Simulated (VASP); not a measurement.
# CsLiCr2Te2S3 (Pm) in VASP: relaxation of cell and atoms with r2SCAN

Aim: the relaxation of cell and atoms of CsLiCr2Te2S3 with r2SCAN.

All numbers are computed with VASP 6.6.1; they aren't measurements. Logs are shortened: lines on timing, memory, paths and dates and some standing lists are left out, and cuts for length are marked.

**1. Starting point**

The structure is monoclinic, space group Pm (No. 6). The conventional cell has a = 7.057 Å, b = 3.981 Å, c = 9.084 Å, α = 90.00°, β = 107.12°, γ = 90.00°. Cs (site symmetry m) has 3 S at 3.44 to 3.50 Å and 1 Te at 3.93 Å as nearest neighbours. Li (site symmetry m) has 3 S at 2.21 to 2.30 Å as nearest neighbours. Around Cr (site symmetry m) lie 5 S at 2.47 to 2.63 Å and 1 Te at 2.79 Å and 2 Li at 2.81 Å. Cr (site symmetry m) is surrounded by 2 S at 2.34 to 2.50 Å. Around Te (site symmetry m) lie 3 Cr at 2.76 to 2.79 Å. Te (site symmetry m) has 1 S at 2.48 Å and 2 Cr at 2.80 Å as nearest neighbours. S (site symmetry m) is surrounded by 2 Li at 2.21 Å and 1 Te at 2.48 Å and 1 Cr at 2.51 Å. Around S (site symmetry m) lie 3 Cr at 2.34 to 2.47 Å and 1 Li at 2.63 Å.

The cell was built by a generator and needn't be a form met in nature.

**2. Relaxation of cell and atoms, r2SCAN, collinear spin, ferromagnetic start**

Input file INCAR:

```
SYSTEM = CsLiCr2Te2S3
  PREC = Accurate
  ENCUT = 600
  EDIFF = 1E-6
  ISMEAR = -1
  SIGMA = 0.05
  LREAL = .False.
  LASPH = .True.
  NELM = 150
  ALGO = Normal
  ISIF = 3
  LWAVE = .False.
  LCHARG = .False.
  ISPIN = 2
  MAGMOM = 0 0 3 3 0 0 0 0 0
  LORBIT = 11
  LMAXMIX = 4
  METAGGA = R2SCAN
  LMIXTAU = .True.
  IBRION = 2
  NSW = 60
  EDIFFG = -0.01
  KPAR = 4
```

Input file KPOINTS:

```
regular mesh
0
Gamma
  4 7 3
  0 0 0
```

Input file POSCAR:

```
CsLiCr2Te2S3
1.0
    7.0568400000      0.0000000000      0.0000000000
    0.0000000000      3.9806000000      0.0000000000
   -2.6733300000      0.0000000000      8.6816800000
Cs Li Cr Te S
1 1 2 2 3
Direct
    0.0773900000      0.0000000000      0.3770600000
    0.8642400000      0.5000000000      0.7888300000
    0.1264600000      0.0000000000      0.9461600000
    0.5929000000      0.5000000000      0.9716500000
    0.5083800000      0.0000000000      0.1527000000
    0.5561200000      0.0000000000      0.7489300000
    0.8742600000      0.0000000000      0.6850200000
    0.2517600000      0.5000000000      0.8440200000
    0.9629400000      0.5000000000      0.0535700000
```

Potentials or basis: VASP PAW PBE potentials, release 64 (Cs_sv, Li_sv, Cr_pv, Te, S).

The run is started by

```sh
$ cat potpaw_PBE.64/Cs_sv/POTCAR potpaw_PBE.64/Li_sv/POTCAR potpaw_PBE.64/Cr_pv/POTCAR potpaw_PBE.64/Te/POTCAR potpaw_PBE.64/S/POTCAR > POTCAR
$ mpirun -np 4 vasp_std > vasp.out
```

OUTCAR:

```text
SYSTEM = CsLiCr2Te2S3
   PREC = Accurate
   ENCUT = 600
   EDIFF = 1E-6
   ISMEAR = -1
   LREAL = .False.
   LASPH = .True.
   NELM = 150
   ISIF = 3
   ISPIN = 2
   LORBIT = 11
   METAGGA = R2SCAN
   IBRION = 2
   NSW = 60
   EDIFFG = -0.01

 ion  position               nearest neighbor table
   1  0.077  0.000  0.377-
   2  0.864  0.500  0.789-   7 2.21   7 2.21   9 2.30   8 2.63   3 2.81   3 2.81   4 2.88   6 2.89
                             6 2.89
   3  0.126  0.000  0.946-   8 2.47   8 2.47   7 2.51   9 2.63   9 2.63   5 2.79   2 2.81   2 2.81

   4  0.593  0.500  0.972-   8 2.34   9 2.50   5 2.76   5 2.76   6 2.80   6 2.80   2 2.88
   5  0.508  0.000  0.153-   4 2.76   4 2.76   3 2.79
   6  0.556  0.000  0.749-   7 2.48   4 2.80   4 2.80   2 2.89   2 2.89   8 3.23   8 3.23
   7  0.874  0.000  0.685-   2 2.21   2 2.21   6 2.48   3 2.51
   8  0.252  0.500  0.844-   4 2.34   3 2.47   3 2.47   2 2.63   6 3.23   6 3.23
   9  0.963  0.500  0.054-   2 2.30   4 2.50   3 2.63   3 2.63

  LATTYP: Found a simple monoclinic cell.
 ALAT       =     7.0568400000
 B/A-ratio  =     0.5640768389
 C/A-ratio  =     1.2872555190
 COS(beta)  =    -0.2942913782

  Lattice vectors:

 A1 = (   7.0568400000,   0.0000000000,   0.0000000000)
 A2 = (   0.0000000000,   3.9806000000,   0.0000000000)
 A3 = (  -2.6733300000,   0.0000000000,   8.6816800000)

Analysis of symmetry for initial positions (statically):
=====================================================================
 Subroutine PRICEL returns:
 Original cell was already a primitive cell.

 Routine SETGRP: Setting up the symmetry group for a
 simple monoclinic supercell.

 Subroutine GETGRP returns: Found  2 space group operations
 (whereof  2 operations were pure point group operations)
 out of a pool of  4 trial point group operations.

The static configuration has the point symmetry C_1h.

Analysis of symmetry for dynamics (positions and initial velocities):
=====================================================================
 Subroutine PRICEL returns:
 Original cell was already a primitive cell.

 Routine SETGRP: Setting up the symmetry group for a
 simple monoclinic supercell.

 Subroutine GETGRP returns: Found  2 space group operations
 (whereof  2 operations were pure point group operations)
 out of a pool of  4 trial point group operations.

The dynamic configuration has the point symmetry C_1h.

Analysis of structural, dynamic, and magnetic symmetry:
=====================================================================
 Subroutine PRICEL returns:
 Original cell was already a primitive cell.

 Routine SETGRP: Setting up the symmetry group for a
 simple monoclinic supercell.

 Subroutine GETGRP returns: Found  2 space group operations
 (whereof  2 operations were pure point group operations)
 out of a pool of  4 trial point group operations.

The overall configuration has the point symmetry C_1h.

 Subroutine INISYM returns: Found  2 space group operations
 (whereof  2 operations are pure point group operations),
 and found     1 'primitive' translations

----------------------------------------------------------------------------------------

                                     Primitive cell

  volume of cell :     243.8724

  direct lattice vectors                    reciprocal lattice vectors
     7.056840000  0.000000000  0.000000000     0.141706486  0.000000000  0.043635356
     0.000000000  3.980600000  0.000000000     0.000000000  0.251218409  0.000000000
    -2.673330000  0.000000000  8.681680000     0.000000000  0.000000000  0.115185079

  length of vectors
     7.056840000  3.980600000  9.083956237     0.148272629  0.251218409  0.115185079

  position of ions in fractional coordinates (direct lattice)
     0.077390000  0.000000000  0.377060000
     0.864240000  0.500000000  0.788830000
     0.126460000  0.000000000  0.946160000
     0.592900000  0.500000000  0.971650000
     0.508380000  0.000000000  0.152700000
     0.556120000  0.000000000  0.748930000
     0.874260000  0.000000000  0.685020000
     0.251760000  0.500000000  0.844020000
     0.962940000  0.500000000  0.053570000
[... 67 lines left out ...]
   number of dos      NEDOS =    301   number of ions     NIONS =      9
   total plane-waves  NPLWV = 143360
   dimension x,y,z NGX =    56 NGY =   32 NGZ =   80
   dimension x,y,z NGXF=   112 NGYF=   64 NGZF=  160
   ions per type =               1   1   2   2   3
   NGX,Y,Z   is equivalent  to a cutoff of  13.19, 13.36, 14.64 a.u.
   NGXF,Y,Z  is equivalent  to a cutoff of  26.39, 26.73, 29.28 a.u.
 SYSTEM =  CsLiCr2Te2S3
   PREC   = accura    normal or accurate (medium, high low for compatibility)
   ISTART =      0    job   : 0-new  1-cont  2-samecut
   ICHARG =      2    charge: 1-file 2-atom 10-const
   ISPIN  =      2    spin polarized calculation?
   LNONCOLLINEAR =      F non collinear calculations
   LSORBIT =      F    spin-orbit coupling
   LASPH  =      T    aspherical Exc in radial PAW
   ENCUT  =  600.0 eV  44.10 Ry    6.64 a.u.  14.09  7.95 18.14*2*pi/ulx,y,z
   NELM   =    150;   NELMIN=  2; NELMDL= -5     # of ELM steps
   EDIFF  = 0.1E-05   stopping-criterion for ELM
   LREAL  =      F    real-space projection
   EDIFFG = -.1E-01   stopping-criterion for IOM
   NSW    =     60    number of steps for IOM
   IBRION =      2    ionic relax: 0-MD 1-quasi-New 2-CG
   NFREE  =      1    steps in history (QN), initial steepest desc. (CG)
   ISIF   =      3    stress and relaxation
   ISYM   =      2    0-nonsym 1-usesym 2-fastsym
   POTIM  = 0.5000    time-step for ionic-motion
   TEBEG  =    0.0;   TEEND  =   0.0 temperature during run
   PSTRESS=    0.0 pullay stress
   NELECT =      66.0000    total number of electrons
   NUPDOWN=      -1.0000    fix difference up-down
   EMIN   =  10.00;   EMAX   =-10.00  energy-range for DOS
   EFERMI =   0.00;   METHOD = LEGACY
   ISMEAR =    -1;   SIGMA  =   0.05  broadening in eV -4-tet -1-fermi 0-gaus
   EFERMI_NEDOS =   21; number of points for ismear=-14 and -15
   IALGO  =     38    algorithm
   IMIX   =      4    mixing-type and parameters
     AMIX     =   0.40;   BMIX     =  1.00
     AMIX_MAG =   1.60;   BMIX_MAG =  1.00
  volume/ion in A,a.u.               =      27.10       182.86
  Fermi-wavevector in a.u.,A,eV,Ry     =   1.058933  2.001094 15.256754  1.121340
  Thomas-Fermi vector in A             =   2.194261
   LORBIT       =     11    0 simple, 1 ext, 2 COOP (PROOUT), +10 PAW based schemes
   METAGGA = R2SCAN    functional components
   LHFCALC =     F    Hartree Fock is set to
   AEXX    =    0.0000 exact exchange contribution
   IVDW    =     0    specifies the selected vdW correction
   LEPSILON=     F    determine dielectric tensor
   LRPA    =     F    only Hartree local field effects (RPA)
 conjugate gradient relaxation of ions
 spin polarized calculation
  energy-cutoff  :      600.00
  volume of cell :      243.87
 maximum number of plane-waves:      8165
   NGX = 29   NGY = 15   NGZ = 37

--------------------------------------- Ionic step        1  -------------------------------------------

 number of electron      66.0000007 magnetization       6.0000041

 Free energy of the ion-electron system (eV)
  ---------------------------------------------------
  ext. energy  EPLUGINS =         0.00000000
  ---------------------------------------------------
  free energy    TOTEN  =      -140.09241565 eV

  energy without entropy =     -140.09232608  energy(sigma->0) =     -140.09237087

------------------------ aborting loop because EDIFF is reached ----------------------------------------

  FORCE on cell =-STRESS in cart. coord.  units (eV):
  Direction    XX          YY          ZZ          XY          YZ          ZX
  --------------------------------------------------------------------------------------
  -------------------------------------------------------------------------------------
  Total       -0.2991705     -0.1790142      0.2621123      0.0000000      0.0000000      0.1490660
  in kB       -1.9654715     -1.1760762      1.7220091      0.0000000      0.0000000      0.9793246
  external PRESSURE =      -0.4731795 kB  Pullay stress =       0.0000000 kB
[... 110 lines left out ...]
  FREE ENERGIE OF THE ION-ELECTRON SYSTEM (eV)
  ---------------------------------------------------
  free  energy   TOTEN  =      -140.0999547079 eV

  energy  without entropy=     -140.0998667606  energy(sigma->0) =     -140.09991073

[... ionic steps 4 to 16 ...]

--------------------------------------- Ionic step       17  -------------------------------------------

 number of electron      66.0000015 magnetization       6.0000145

------------------------ aborting loop because EDIFF is reached ----------------------------------------
[... 81 lines left out ...]
--------------------------------------- Ionic step       19  -------------------------------------------

 number of electron      66.0000015 magnetization       6.0000140

 Free energy of the ion-electron system (eV)
  ---------------------------------------------------
  ext. energy  EPLUGINS =         0.00000000
  ---------------------------------------------------
  free energy    TOTEN  =      -140.10761929 eV

  energy without entropy =     -140.10749962  energy(sigma->0) =     -140.10755946

 E-fermi :   4.0604     XC(G=0):  -9.1177

 val. band max:        3.7762810130   @ k =   0.0000   0.0000   0.0000
 cond. band min:       4.3719273030   @ k =   0.5000   0.2857   0.3333
 fundamental gap:      0.5956462900
 Fermi energy:         4.0603547744

 spin component 1

 k-point     1 :       0.0000    0.0000    0.0000
  band No.  band energies     occupation
      1     -43.1172      1.00000
      2     -42.6625      1.00000
      3     -42.6522      1.00000
      4     -42.6429      1.00000
      5     -42.3314      1.00000
      6     -42.3129      1.00000
[... 1069 lines left out ...]
     41       5.4163      0.00000
     42       5.4611      0.00000

 [... further k-points ...]

 spin component 2

 k-point     1 :       0.0000    0.0000    0.0000
  band No.  band energies     occupation
      1     -43.1252      1.00000
      2     -38.6027      1.00000
      3     -38.4792      1.00000
      4     -38.3869      1.00000
      5     -38.3145      1.00000
      6     -38.2616      1.00000
[... 1107 lines left out ...]
  FREE ENERGIE OF THE ION-ELECTRON SYSTEM (eV)
  ---------------------------------------------------
  free  energy   TOTEN  =      -140.1076192929 eV

  energy  without entropy=     -140.1074996231  energy(sigma->0) =     -140.10755946

 reached required accuracy - stopping structural energy minimisation

 total charge

# of ion       s       p       d       tot
------------------------------------------
    1        1.850   4.713   0.032   6.595
    2        2.032   0.036   0.000   2.068
    3        0.377   6.208   3.981  10.566
    4        0.379   6.233   4.041  10.652
    5        1.365   2.071   0.022   3.459
    6        1.399   1.967   0.054   3.419
    7        1.340   2.425   0.000   3.765
    8        1.330   2.409   0.000   3.738
    9        1.314   2.425   0.000   3.739
--------------------------------------------------
tot         11.385  28.486   8.130  48.002

 magnetization (x)

# of ion       s       p       d       tot
------------------------------------------
    1        0.000  -0.002   0.000  -0.002
    2       -0.000  -0.000   0.000  -0.000
    3        0.090   0.043   3.117   3.249
    4        0.071   0.044   3.041   3.156
    5       -0.009  -0.212   0.007  -0.214
    6       -0.004  -0.079   0.003  -0.081
    7       -0.001  -0.047   0.000  -0.048
    8       -0.008  -0.155   0.000  -0.163
    9       -0.003  -0.080   0.000  -0.083
--------------------------------------------------
tot          0.135  -0.489   6.167   5.814
```

Run time: 2 h. Hardware: 4 MPI ranks of Intel Xeon Platinum 8259CL at 2.50GHz (Skylake/Cascade Lake), shared host; peak memory 1 GiB.

What came out:

* Free energy: -140.1076 eV
* Relaxed volume: 26.75 Å³/atom
* Relaxed cell: a = 7.083 Å, b = 3.964 Å, c = 8.981 Å, α = 90.00°, β = 107.31°, γ = 90.00°
* Space group after relaxing (to 0.05 Å): Pm (No. 6)
* Energy gained by relaxing: 1.7 meV/atom
* Ionic steps: 19
* Pressure after relaxing: 0.0 GPa
* Largest force after relaxing: 0.010 eV/Å
* Band gap on the k mesh: 0.60 eV, indirect (least direct gap 0.83 eV)
* Net moment: 6.00 μB per cell
* Site moments: Cs -0.00; Li -0.00; Cr +3.25, +3.16; Te -0.21, -0.08; S -0.05, -0.16, -0.08 μB
* Valence electrons inside the program's atomic spheres: Cs 6.59; Li 2.07; Cr 10.57, 10.65; Te 3.46, 3.42; S 3.77, 3.74

Forces on the atoms (eV/Å):
```
Cs   0.008  0.000 -0.004
Li  -0.002  0.000 -0.001
Cr   0.000  0.000  0.001
Cr  -0.001  0.000  0.005
Te   0.002  0.000  0.005
Te  -0.010  0.000 -0.002
S    0.003  0.000  0.000
S    0.000  0.000 -0.004
S    0.000  0.000 -0.001
```

The path:
```
step  energy change (eV)  largest force (eV/Å)  pressure (GPa)  volume (Å³)
   1              0.0000                0.3413           -0.05       243.87
   2             -0.0075                0.0975            0.05       243.59
   3             -0.0075                0.0922            0.07       243.56
   4             -0.0097                0.0510           -0.08       243.92
   5             -0.0102                0.0560           -0.18       244.15
   6             -0.0118                0.0455           -0.05       243.17
   7             -0.0123                0.0582            0.08       242.12
   8             -0.0135                0.0560            0.03       241.83
   9             -0.0140                0.0535           -0.04       241.45
  10             -0.0145                0.0419            0.03       240.89
  11             -0.0145                0.0432            0.03       240.88
  12             -0.0149                0.0258           -0.02       240.87
  13             -0.0149                0.0266           -0.02       240.87
  14             -0.0150                0.0164            0.03       240.62
  15             -0.0150                0.0165            0.02       240.60
  16             -0.0151                0.0115            0.00       240.75
  17             -0.0151                0.0108           -0.01       240.78
  18             -0.0152                0.0121           -0.02       240.86
  19             -0.0152                0.0097            0.00       240.77
```

Final structure:
```yaml
crystal:
  lattice:
    - [7.08339, 0.00000, 0.00436]
    - [0.00000, 3.96436, 0.00000]
    - [-2.67807, 0.00000, 8.57231]
  atoms:
    - { symbol: Cs, position: [0.08122, 0.00000, 0.38329] }
    - { symbol: Li, position: [0.86469, 0.50000, 0.78709] }
    - { symbol: Cr, position: [0.12697, 0.00000, 0.94752] }
    - { symbol: Cr, position: [0.59105, 0.50000, 0.97183] }
    - { symbol: Te, position: [0.50943, 0.00000, 0.15772] }
    - { symbol: Te, position: [0.55741, 0.00000, 0.74418] }
    - { symbol: S, position: [0.87041, 0.00000, 0.68188] }
    - { symbol: S, position: [0.25003, 0.50000, 0.83992] }
    - { symbol: S, position: [0.96324, 0.50000, 0.05451] }
```

Caveat: the cutoff is under 1.25 times the usual one of these potentials, so pressure, stress and relaxed cells hold a basis-set (Pulay) error; the PAW data sets were made with another functional, which shifts forces and pressure a little; spin-orbit coupling is left out, which moves the levels of the heavy elements; an odd mesh through Γ misses points on the zone boundary, where band edges often lie; only a ferromagnetic start was run, and an antiferromagnetic order may lie lower in energy.
